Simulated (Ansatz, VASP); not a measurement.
# Si2Ge: VASP beside Ansatz, part 2 of 2

One calculation is typed for both programs; each brings its own data sets. How far apart do they land? The cell is generated by rule, not measured, and may not be a known phase. The cell is taken from a series of runs on this material, whose earlier steps may have relaxed, scaled, displaced or heated it; both programs get it as it stands.

VASP 6.6.1 and Ansatz 0.2.0.

So far: Set-up; VASP: relaxation of cell and atoms, PBEsol, pair 1; Ansatz: relaxation of cell and atoms, PBEsol, pair 1; Side by side.

### 5. VASP: relaxation of cell and atoms, PBEsol, pair 2

Level of this step: PBEsol; plane waves and PAW (Ge_d, Si); invented cell (VASP).

The relaxed volume is the usual yardstick between codes: in a stiff, nearly cubic crystal its relative difference is about their pressure difference at one cell divided by the bulk modulus.

Input file INCAR:

```
SYSTEM = Si2Ge
PREC = Accurate
ENCUT = 500
EDIFF = 1E-07
NELM = 120
ISMEAR = 0
SIGMA = 0.02
LREAL = .FALSE.
ALGO = Normal
GGA = PS
NBANDS = 28
LORBIT = 11
LWAVE = .FALSE.
LCHARG = .FALSE.
ISIF = 3
IBRION = 2
NSW = 80
EDIFFG = -0.005
LASPH = .TRUE.
GGA_COMPAT = .FALSE.
NELMIN = 4
EFERMI = MIDGAP
KPAR = 2
```

Input file POSCAR:

```
Si2Ge
1.0
    2.7533300000      2.7533300000      0.0000000000
   -2.7533300000      2.7533300000      0.0000000000
    2.7533300000      0.0000000000      8.2600000000
Ge Si
2 4
Direct
    0.6666665254      0.3333334746      0.6666669492
    0.0833334746      0.4166665254      0.8333330508
    0.0000000000      0.0000000000      0.0000000000
    0.4166665254      0.0833334746      0.1666669492
    0.3333334746      0.6666665254      0.3333330508
    0.7500000000      0.7500000000      0.5000000000
```

Input file KPOINTS:

```
Automatic mesh
0
Gamma
8 8 8
0 0 0
```

PAW data sets: Ge_d and Si (PBE family, release 64).

Launch:

```console
$ mpirun -np 2 vasp_std
```

Numbers of over 12 decimals in the logs are rounded to 6 here.

What it wrote:

```text
[banner, memory and clock lines left out]
running    2 mpi-ranks, on    1 nodes
[...]
[... a notice as in an earlier step ...]

 LDA part: xc-table for (Slater+PW92), standard interpolation
 POSCAR, INCAR and KPOINTS ok, starting setup
[...]
entering main loop
       N       E                     dE             d eps       ncg     rms          rms(c)
DAV:   1     0.332803949853E+03    0.33280E+03   -0.20328E+04  6428   0.280E+03
DAV:   2     0.227772260282E+02   -0.31003E+03   -0.29935E+03  5336   0.703E+02
DAV:   3    -0.307196724511E+02   -0.53497E+02   -0.52217E+02  6244   0.164E+02
DAV:   4    -0.332914077427E+02   -0.25717E+01   -0.25630E+01  6784   0.412E+01
[...]
DAV:  13    -0.327564845029E+02   -0.16105E-06   -0.64988E-07  6008   0.825E-03    0.117E-03
DAV:  14    -0.327564846612E+02   -0.15835E-06   -0.10576E-07  3856   0.199E-03    0.344E-04
DAV:  15    -0.327564846502E+02    0.11013E-07   -0.16036E-08  3672   0.114E-03
   1 F= -.32756485E+02 E0= -.32756485E+02  d E =-.327565E+02
[... from here on, the cycles between the ionic steps are left out ...]
   2 F= -.32788482E+02 E0= -.32788482E+02  d E =-.319974E-01
   3 F= -.32793372E+02 E0= -.32793372E+02  d E =-.368873E-01
   4 F= -.32799614E+02 E0= -.32799614E+02  d E =-.624253E-02
   5 F= -.32799618E+02 E0= -.32799618E+02  d E =-.624578E-02
   6 F= -.32799911E+02 E0= -.32799911E+02  d E =-.293108E-03
   7 F= -.32800286E+02 E0= -.32800286E+02  d E =-.667851E-03
[...]
reached required accuracy - stopping structural energy minimisation
```

From OUTCAR (step 5):

```text
  Total        0.0025711      0.0025711      0.0087522      0.0060851      0.0000000      0.0000000
  in kB        0.0329030      0.0329030      0.1120054      0.0778726      0.0000000      0.0000000
  external PRESSURE =       0.0592705 kB  Pullay stress =       0.0000000 kB

 POSITION                                       TOTAL-FORCE (eV/Angst)
 -----------------------------------------------------------------------------------
      2.75269      2.75269      5.46363        -0.000000     -0.000000     -0.002539
      1.37634      1.37634      6.91785         0.000000      0.000000      0.002539
      2.75269      2.75269      0.05127        -0.000000     -0.000000     -0.001050
      1.37634      1.37634      1.39097         0.000000      0.000000      0.000505
     -0.00116      2.75384      2.73619         0.000000     -0.000000     -0.000505
      1.37519      4.13019      4.07589         0.000000      0.000000      0.001050
 -----------------------------------------------------------------------------------
    total drift:                               -0.000000      0.000000      0.000000

  FREE ENERGIE OF THE ION-ELECTRON SYSTEM (eV)
  ---------------------------------------------------
  free  energy   TOTEN  =       -32.8002855483 eV

  energy  without entropy=      -32.8002855483  energy(sigma->0) =      -32.80028555

[... 2 parts as in an earlier step ...]

[... 2 further parts left out ...]
[key lines of the parts left out:]
E-fermi :   5.6904
```

### 6. Ansatz: relaxation of cell and atoms, PBEsol, pair 2

The same cell, functional, mesh and smearing now go to Ansatz, which takes its cutoff from its data sets.

The cell is taken from a series of runs on this material, whose earlier steps may have relaxed, scaled, displaced or heated it; both programs get it as it stands.

Input file input.yaml:

```yaml
crystal:
  lattice:
    - [2.75333, 2.75333, 0.0]
    - [-2.75333, 2.75333, 0.0]
    - [2.75333, 0.0, 8.26]
  atoms:
    - { symbol: Ge, position: [0.666667, 0.333333, 0.666667] }
    - { symbol: Ge, position: [0.083333, 0.416667, 0.833333] }
    - { symbol: Si, position: [0.0, 0.0, 0.0] }
    - { symbol: Si, position: [0.416667, 0.083333, 0.166667] }
    - { symbol: Si, position: [0.333333, 0.666667, 0.333333] }
    - { symbol: Si, position: [0.75, 0.75, 0.5] }
kpoints:
  mp_grid: { grid: [8, 8, 8] }
hamiltonian:
  xc: pbesol
scf:
  occupations: { method: gaussian, width: 0.02 }
output:
  forces: true
  stress: true
  eigenvalues: true
relax:
  adjacent_minimum: "off"
  f_tol: 0.005
  max_steps: 80
  cell: { stress_tol: 0.05 }
```

Launch:

```console
$ ansatz run input.yaml --threads 4 --pin off --max-ram 14336MiB --backend cpu --events-out ev --progress --plain --runs-dir out
```

What it wrote:

```text
[...]
- [2.752689, 2.752689, 0.0]
    - [-2.754770, 2.754770, 0.0]
    - [2.753730, -0.00104031, 8.255135]
  atoms:
    - { symbol: Ge, position: [0.669070, 0.330930, 0.661861] }
    - { symbol: Ge, position: [0.080930, 0.419070, 0.838139] }
    - { symbol: Si, position: [-0.00315942, 0.00315942, 0.00631884] }
    - { symbol: Si, position: [0.415726, 0.084274, 0.168548] }
    - { symbol: Si, position: [0.334274, 0.665726, 0.331452] }
    - { symbol: Si, position: [0.753159, 0.746841, 0.493681] }
[key lines of the parts left out:]
SCF converged after 5 iterations
Free energy (F): -10992.898734 eV
Fermi energy:    7.235084 eV
P = ⅓ Tr σ = -0.0062 GPa (-0.062 kbar)
```

### 7. Comparison

Compared:

| quantity | Ansatz | VASP | difference |
| --- | --- | --- | --- |
| volume (Å³) | 125.20 | 125.20 | +0.00 % |
| edge a after relaxation, in the typed setting (Å) | 3.893 | 3.893 | +0.00 % |
| edge b after relaxation, in the typed setting (Å) | 3.896 | 3.896 | -0.01 % |
| edge c after relaxation, in the typed setting (Å) | 8.702 | 8.702 | +0.01 % |

### 8. Outcome

```
difference in edge b after relaxation, in the typed setting (relaxation of cell and atoms, PBEsol, pair 1) : 0.013 %
difference in edge b after relaxation, in the typed setting (relaxation of cell and atoms, PBEsol, pair 2) : -0.010 %
```

**Reading.** The difference in edge b after relaxation, in the typed setting is 0.013 % (relaxation of cell and atoms, PBEsol, pair 1), within the 1.2 % picked in this series as the mark of a large difference, as far as the stopping tolerances let one tell. Such differences can come from data sets, numerical settings and the points named under the comparisons, not from the functional's error against experiment.

[Lines on the potential files, build, host, timing and source positions are cut from VASP's logs without a mark.]

[Logs are printed without paths, hosts, clocks, repeated set-up lines and the standing remarks that a program may print on its own settings, such as how far it seeks lower states.]

[Hosts, paths, dates, database ids (printed as entryN), source tags and the programs' standing remarks are cut or masked in the printed files.]
